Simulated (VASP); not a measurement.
Input:

```
CELL_PARAMETERS angstrom
     -2.51828     2.51828     2.51828
      2.51828    -2.51828     2.51828
      2.51828     2.51828    -2.51828
ATOMIC_POSITIONS crystal
  Ba 0.00000 0.00000 0.00000
```

All values below come from PBE GGA, VASP's PBE PAW potentials (set 64) (plane waves; VASP). Run with 520 eV cut-off, 12×12×12 Γ-centred mesh, tetrahedra with Blöchl corrections, potentials Ba_sv.

Problem. The job: Ba (bcc), 1 atom, PBE, static run, 520 eV, 12×12×12 Γ-centred mesh. Roughly how much core time does it take on a busy server core?

Solution. About 50 core-seconds (one run on a shared machine, a rough figure). It had 72 irreducible k-points, 9 bands, up to 1737 plane waves and 12 electronic steps.

The compound is Ba in the bcc structure. It was relaxed first.
